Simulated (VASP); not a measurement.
# What goes wrong when the gap of BN (Qingsongite) is computed with a bad input, part 2 of 2

Some runs for the gap of BN (Qingsongite) get a fault in the input on purpose. Which of them show, and how? The starting structure is a measured crystal structure from the Crystallography Open Database. Cell and atoms stay as given unless a step says otherwise.

VASP 6.6.1.

Results so far: reference 4.342 eV; a cutoff far too low 3.348 eV.

## 5. Bands with no empty bands

Level of this step: LDA; plane waves and PAW (N, B) (VASP).

A slip made on purpose: no empty bands. Against step 2 the input has NBANDS = 4 and no band path (also changed: NELM).

File INCAR:

```
SYSTEM = BN
PREC = Accurate
ENCUT = 460
EDIFF = 1E-06
NELM = 60
ISMEAR = 0
SIGMA = 0.03
LREAL = .FALSE.
ALGO = Normal
GGA = CA
NBANDS = 4
LORBIT = 11
LWAVE = .FALSE.
LCHARG = .FALSE.
KPAR = 8
LASPH = .TRUE.
```

File POSCAR:

```
BN
1.0
    0.0000000000      1.8075000000      1.8075000000
    1.8075000000      0.0000000000      1.8075000000
    1.8075000000      1.8075000000      0.0000000000
N B
1 1
Direct
    0.7500000000      0.7500000000      0.7500000000
    0.0000000000      0.0000000000      0.0000000000
```

File KPOINTS:

```
Automatic mesh
0
Gamma
10 10 10
0 0 0
```

The projector-augmented-wave data sets are N and B (LDA family, release 64).

Command:

```sh
mpirun -np 8 vasp_std
```

Log:

```text
[... set-up lines as in an earlier step ...]
 entering main loop
       N       E                     dE             d eps       ncg     rms          rms(c)
DAV:   1     0.414919106327E+02    0.41492E+02   -0.46179E+03   376   0.182E+03
DAV:   2    -0.196504556158E+02   -0.61142E+02   -0.61142E+02   596   0.329E+02
DAV:   3    -0.205265061904E+02   -0.87605E+00   -0.87605E+00   384   0.525E+01
DAV:   4    -0.205353676107E+02   -0.88614E-02   -0.88614E-02   412   0.447E+00
[...]
DAV:  10    -0.194069675019E+02    0.19996E-04   -0.98822E-05   380   0.163E-01    0.135E-02
DAV:  11    -0.194069675710E+02   -0.69067E-07   -0.11090E-05   380   0.512E-02    0.373E-03
DAV:  12    -0.194069672648E+02    0.30623E-06   -0.12485E-06   188   0.194E-02
 -----------------------------------------------------------------------------
|                                                                             |
|           W    W    AA    RRRRR   N    N  II  N    N   GGGG   !!!           |
|           W    W   A  A   R    R  NN   N  II  NN   N  G    G  !!!           |
|           W    W  A    A  R    R  N N  N  II  N N  N  G       !!!           |
|           W WW W  AAAAAA  RRRRR   N  N N  II  N  N N  G  GGG   !            |
|           WW  WW  A    A  R   R   N   NN  II  N   NN  G    G                |
|           W    W  A    A  R    R  N    N  II  N    N   GGGG   !!!           |
|                                                                             |
|     Your highest band is occupied at some k-points! Unless you are          |
|     performing a calculation for an insulator or semiconductor, without     |
|     unoccupied bands, you have included TOO FEW BANDS!! Please increase     |
|     the parameter NBANDS in file INCAR to ensure that the highest band      |
|     is unoccupied at all k-points. It is always recommended to include      |
|     a few unoccupied bands to accelerate the convergence of                 |
|     molecular-dynamics runs (even for insulators or semiconductors),        |
|     since the presence of unoccupied bands improves wavefunction            |
|     prediction and helps to suppress 'band-crossings'.                      |
|                                                                             |
 -----------------------------------------------------------------------------

   1 F= -.19406967E+02 E0= -.19406967E+02  d E =-.374446E-11
```

Elapsed: 1.2 s, on 8 MPI ranks of Intel Xeon 6975P-C (Granite Rapids), shared host; peak memory 0.76 GiB.

From OUTCAR (step 5):

```text
  Total       -0.8095340     -0.8095340     -0.8095340     -0.0000000      0.0000000     -0.0000000
  in kB     -109.8198315   -109.8198315   -109.8198315     -0.0000000      0.0000000     -0.0000000
  external PRESSURE =    -109.8198315 kB  Pullay stress =       0.0000000 kB

 POSITION                                       TOTAL-FORCE (eV/Angst)
 -----------------------------------------------------------------------------------
      2.71125      2.71125      2.71125         0.000000      0.000000      0.000000
      0.00000      0.00000      0.00000        -0.000000     -0.000000     -0.000000
 -----------------------------------------------------------------------------------
    total drift:                                0.000000      0.000000      0.000000

  FREE ENERGIE OF THE ION-ELECTRON SYSTEM (eV)
  ---------------------------------------------------
  free  energy   TOTEN  =       -19.4069672648 eV

  energy  without entropy=      -19.4069672648  energy(sigma->0) =      -19.40696726

[... 1 part as in an earlier step ...]

[... 2 further parts left out ...]
[key lines of the parts left out:]
E-fermi :   7.5126
```

The run converges, yet it holds no empty band, so no gap can be read from it.

## 6. Bands with a hybrid's name typed into the meta-GGA tag

A slip made on purpose: a hybrid's name typed into the meta-GGA tag. Against step 2 the input has METAGGA = HSE06 and no GGA (also changed: NELM).

Changes to INCAR since step 5:

```diff
@@ -9,4 +9,3 @@
 ALGO = Normal
-GGA = CA
-NBANDS = 4
+NBANDS = 16
 LORBIT = 11
@@ -16 +15,2 @@
 LASPH = .TRUE.
+METAGGA = HSE06
```

POSCAR is that of step 5.

KPOINTS is that of step 5.

File KPOINTS_OPT:

```
Line mode
10
Line-mode
Reciprocal
  0.00000000   0.00000000   0.00000000 GAMMA
  0.50000000   0.00000000   0.50000000 X

  0.50000000   0.00000000   0.50000000 X
  0.50000000   0.25000000   0.75000000 W

  0.50000000   0.25000000   0.75000000 W
  0.37500000   0.37500000   0.75000000 K

  0.37500000   0.37500000   0.75000000 K
  0.00000000   0.00000000   0.00000000 GAMMA

  0.00000000   0.00000000   0.00000000 GAMMA
  0.50000000   0.50000000   0.50000000 L

  0.50000000   0.50000000   0.50000000 L
  0.62500000   0.25000000   0.62500000 U

  0.62500000   0.25000000   0.62500000 U
  0.50000000   0.25000000   0.75000000 W

  0.50000000   0.25000000   0.75000000 W
  0.50000000   0.50000000   0.50000000 L

  0.50000000   0.50000000   0.50000000 L
  0.37500000   0.37500000   0.75000000 K

  0.62500000   0.25000000   0.62500000 U
  0.50000000   0.00000000   0.50000000 X
```

Command:

```sh
mpirun -np 8 vasp_std
```

Log:

```text
 -----------------------------------------------------------------------------
|                                                                             |
|     EEEEEEE  RRRRRR   RRRRRR   OOOOOOO  RRRRRR      ###     ###     ###     |
|     E        R     R  R     R  O     O  R     R     ###     ###     ###     |
|     E        R     R  R     R  O     O  R     R     ###     ###     ###     |
|     EEEEE    RRRRRR   RRRRRR   O     O  RRRRRR       #       #       #      |
|     E        R   R    R   R    O     O  R   R                               |
|     E        R    R   R    R   O     O  R    R      ###     ###     ###     |
|     EEEEEEE  R     R  R     R  OOOOOOO  R     R     ###     ###     ###     |
|                                                                             |
|     Error: One of the selected functionals does not exist.                  |
|                                                                             |
|       ---->  I REFUSE TO CONTINUE WITH THIS SICK JOB ... BYE!!! <----       |
|                                                                             |
 -----------------------------------------------------------------------------

1
1
1
1
1
1
1
1

[... 2 parts as in an earlier step ...]
```

Elapsed: 5.6 s, on 8 MPI ranks.

VASP stopped with this message: “Error: One of the selected functionals does not exist”.

## 7. Comparison

```tsv
run	ended	gap (eV)	change (eV)	core minutes
reference	converged	4.342	-	0.32
a cutoff far too low	converged	3.348	-0.994	0.16
a fixed density without a density file	stopped by VASP	-	-	0.773
no empty bands	converged	-	-	0.16
a hybrid's name typed into the meta-GGA tag	stopped by VASP	-	-	0.747
```

Core minutes are wall time times ranks of the run shown, on a shared host.

## 8. Outcome

```yaml
reference_gap: 4.342 eV
gap_with_a_cutoff_far_too_low: 3.348 eV
run_with_a_fixed_density_without_a_density_file: stopped by VASP
run_with_no_empty_bands: converged
run_with_a_hybrid_s_name_typed_into_the_meta_gga_tag: stopped by VASP
```

VASP stopped by itself in the runs with a fixed density without a density file and a hybrid's name typed into the meta-GGA tag. The run without empty bands converged, and still can't show a gap. Finished, but with signs in the output that stand out against the reference: a cutoff far too low, with the gap changed by -0.99 eV (signs: a stress of up to 213.7 GPa). Further runs on this material are not shown.

[Lines on the potential files, build, host, timing and source positions are cut from VASP's logs without a mark.]

[Logs are printed without paths, hosts, clocks, repeated set-up lines and the standing remarks that a program may print on its own settings, such as how far it seeks lower states.]

[Hosts, paths, dates, database ids (printed as entryN), source tags and the programs' standing remarks are cut or masked in the printed files.]
